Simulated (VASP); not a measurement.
Output of a VASP run:

OSZICAR:
```
...
DAV:   2    -0.792236291883E+02   -0.25910E+03   -0.25267E+03  1052   0.367E+02
DAV:   3    -0.936423348586E+02   -0.14419E+02   -0.14371E+02  1116   0.876E+01
DAV:   4    -0.937937566957E+02   -0.15142E+00   -0.15137E+00  1074   0.915E+00
DAV:   5    -0.937963470029E+02   -0.25903E-02   -0.25902E-02  1146   0.113E+00    0.102E+01
DAV:   6    -0.865954373677E+02    0.72009E+01   -0.10341E+01  1056   0.467E+01    0.121E+01
DAV:   7    -0.845181604321E+02    0.20773E+01   -0.95500E-01   960   0.106E+01    0.869E+00
DAV:   8    -0.838241557082E+02    0.69400E+00   -0.29115E-01   936   0.558E+00    0.188E+00
DAV:   9    -0.827787767664E+02    0.10454E+01   -0.53186E-01   930   0.698E+00    0.110E+00
DAV:  10    -0.827176328566E+02    0.61144E-01   -0.32590E-02  1002   0.159E+00    0.136E+00
DAV:  11    -0.827555823693E+02   -0.37950E-01   -0.70561E-03   966   0.782E-01    0.167E+00
DAV:  12    -0.830773533066E+02   -0.32177E+00   -0.19992E-01   936   0.405E+00    0.981E-01
DAV:  13    -0.830814390778E+02   -0.40858E-02   -0.19739E-02  1100   0.101E+00    0.729E-01
DAV:  14    -0.830814447633E+02   -0.56856E-05   -0.25994E-03   948   0.599E-01    0.268E-01
DAV:  15    -0.830718359453E+02    0.96088E-02   -0.70817E-03   924   0.778E-01    0.266E-01
DAV:  16    -0.830781125872E+02   -0.62766E-02   -0.55540E-03   924   0.730E-01    0.815E-02
DAV:  17    -0.830815232890E+02   -0.34107E-02   -0.20900E-03   924   0.474E-01    0.678E-02
DAV:  18    -0.830817457369E+02   -0.22245E-03   -0.88418E-05  1104   0.826E-02    0.583E-02
DAV:  19    -0.830818272851E+02   -0.81548E-04   -0.58918E-05   930   0.885E-02    0.321E-02
DAV:  20    -0.830818567125E+02   -0.29427E-04   -0.36649E-05  1002   0.585E-02    0.102E-02
DAV:  21    -0.830818318661E+02    0.24846E-04   -0.90917E-06   996   0.315E-02    0.663E-03
DAV:  22    -0.830818184879E+02    0.13378E-04   -0.27136E-06   936   0.194E-02    0.111E-02
DAV:  23    -0.830818222237E+02   -0.37358E-05   -0.11055E-06   960   0.117E-02    0.733E-03
DAV:  24    -0.830818250737E+02   -0.28501E-05   -0.32443E-07   948   0.707E-03    0.361E-03
DAV:  25    -0.830818263698E+02   -0.12961E-05   -0.73744E-08   708   0.320E-03    0.180E-03
DAV:  26    -0.830818283985E+02   -0.20286E-05   -0.55021E-08   600   0.288E-03    0.358E-04
DAV:  27    -0.830818295760E+02   -0.11776E-05   -0.11981E-08   498   0.978E-04    0.483E-04
DAV:  28    -0.830818292654E+02    0.31058E-06   -0.28839E-09   492   0.526E-04    0.435E-04
DAV:  29    -0.830818292158E+02    0.49663E-07   -0.56142E-10   498   0.300E-04
   1 F= -.83081829E+02 E0= -.83081829E+02  d E =-.830818E+02
       N       E                     dE             d eps       ncg     rms          rms(c)
DAV:   1    -0.830818344448E+02   -0.51794E-05   -0.17434E-02   936   0.876E-01    0.564E-02
DAV:   2    -0.830818681717E+02   -0.33727E-04   -0.32419E-04  1020   0.132E-01    0.172E-02
DAV:   3    -0.830818720169E+02   -0.38452E-05   -0.21919E-05   954   0.447E-02    0.125E-02
DAV:   4    -0.830818511525E+02    0.20864E-04   -0.39189E-05   936   0.593E-02    0.298E-03
DAV:   5    -0.830818696908E+02   -0.18538E-04   -0.24580E-05   936   0.497E-02    0.178E-03
DAV:   6    -0.830818688085E+02    0.88231E-06   -0.12567E-06  1020   0.111E-02    0.172E-03
DAV:   7    -0.830818691525E+02   -0.34406E-06   -0.33299E-07   810   0.587E-03    0.529E-04
DAV:   8    -0.830818690332E+02    0.11934E-06   -0.13176E-07   608   0.393E-03    0.156E-04
DAV:   9    -0.830818689704E+02    0.62761E-07   -0.50052E-08   588   0.212E-03
   2 F= -.83081869E+02 E0= -.83081869E+02  d E =-.397546E-04
```

OUTCAR:
```
------------------------ aborting loop because EDIFF is reached ----------------------------------------
  FORCE on cell =-STRESS in cart. coord.  units (eV):
  Direction    XX          YY          ZZ          XY          YZ          ZX
  --------------------------------------------------------------------------------------
  Total       -1.1144042     -1.1144041     -1.0888131      0.0000000      0.0000000      0.0000000
  in kB      -17.1407176    -17.1407160    -16.7470994      0.0000000      0.0000000      0.0000000
  external PRESSURE =     -17.0095110 kB  Pullay stress =       0.0000000 kB
  volume of cell :      104.17
      direct lattice vectors                 reciprocal lattice vectors
     2.100008656 -3.637321518  0.000000000     0.238094257 -0.137463790 -0.000000000
     2.100008656  3.637321518  0.000000000     0.238094257  0.137463790  0.000000000
     0.000000000 -0.000000000  6.818542773     0.000000000  0.000000000  0.146658903
  FREE ENERGIE OF THE ION-ELECTRON SYSTEM (eV)
  ---------------------------------------------------
  free  energy   TOTEN  =       -83.0818689704 eV

  energy  without entropy=      -83.0818689704  energy(sigma->0) =      -83.08186897

 reached required accuracy - stopping structural energy minimisation
```
(Selected blocks of OUTCAR.)

**POSCAR**
```
CdS
1
    2.0997947280    -3.6369509788     0.0000000000
    2.0997947280     3.6369509788     0.0000000000
    0.0000000000     0.0000000000     6.8199322054
Cd S
2 2
Direct
  0.6666670000   0.3333330000   0.4999629624
  0.3333330000   0.6666670000   0.9999629624
  0.6666670000   0.3333330000   0.8770370376
  0.3333330000   0.6666670000   0.3770370376
```

Problem. Write an INCAR and KPOINTS that could have produced this output.

Solution. One answer among several that fit: the input of the run itself, SCAN meta-GGA, plane waves, VASP's PBE PAW potentials (set 64).

INCAR:
```
SYSTEM  =  CdS
PREC  =  Accurate; ENCUT  =  520; LREAL  =  .FALSE.
LASPH  =  .TRUE.
EDIFF  =  1E-7; NELM  =  100; ALGO  =  Normal
LMAXMIX  =  4; LMIXTAU  =  .TRUE.
ISMEAR  =  0; SIGMA  =  0.05
METAGGA  =  SCAN
IBRION  =  2; NSW  =  30; ISIF  =  4
EDIFFG  =  -0.01
LWAVE  =  .FALSE.; LCHARG  =  .FALSE.
```

File KPOINTS:
```
Automatic mesh
0
Gamma
6 6 4
0 0 0
```

POTCAR, in this order: Cd S (PBE.64 set). Program: vasp_std.

The compound is CdS in the wurtzite structure. This cell is one point of a volume scan, at 1.03 of the reference volume. Symmetry was kept, so distortions that lower it aren't found.
